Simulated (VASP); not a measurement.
Given:

```
LiCl
1.0
    0.00000     2.63678     2.63678
    2.63678     0.00000     2.63678
    2.63678     2.63678     0.00000
Li Cl
1 1
Direct
  0.00000   0.00000   0.00000
  0.50000   0.50000   0.50000
```

Method: PBE GGA, VASP's PBE PAW potentials (set 64) (plane waves; VASP). Run with PREC = Normal, 500 eV cut-off, 4×4×4 Γ-centred mesh, Gaussian smearing of 0.010 eV, potentials Li_sv_GW Cl_GW.

### Question
Estimate the energy per atom (σ→0), pressure, band gap (on the k-mesh) with the smallest direct gap where there is one.

### Answer

* **band gap (on the k-mesh)**: 5.88 eV
* **smallest direct gap (on the k-mesh)**: 5.88 eV
* **energy per atom (σ→0)**: -4.570 eV/atom
* **pressure**: -2.52 GPa

Total energies compare only between runs with the same potentials, cut-off and functional.

The compound is LiCl in the rock salt structure. This cell is one point of a volume scan, at 1.08 of the reference volume. The k-mesh is coarse (spacing up to 0.52 per Å, 2π included), so the numbers may not be converged in it.
